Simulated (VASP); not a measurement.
```yaml
crystal:
  lattice:
    - [4.29000, 0.00000, 0.00000]
    - [0.00000, 4.29000, 0.00000]
    - [0.00000, 0.00000, 4.29000]
  atoms:
    - { symbol: Cs, position: [0.00000, 0.00000, 0.00000] }
    - { symbol: Br, position: [0.50000, 0.50000, 0.50000] }
```

Level of theory: PBE GGA, VASP's PBE PAW potentials (set 64) (plane waves; VASP 6.6.1). Numerical set-up: EDIFF = 1E-2, 400 eV cut-off, 6×6×6 Γ-centred mesh, Gaussian smearing of 0.050 eV, potentials Cs_sv Br.

### Question
Give the stress tensor in GPa (positive for a compressed cell).

### Answer

```
1.19  0.00  0.00
0.00  1.19  0.00
0.00  0.00  1.19
```
The pressure is its mean diagonal, 1.19 GPa.

The compound is CsBr in the CsCl type structure. The cell was not relaxed at this level. The run is one of a series of settings (EDIFF = 1E-2 against the base run), some of them coarse on purpose.
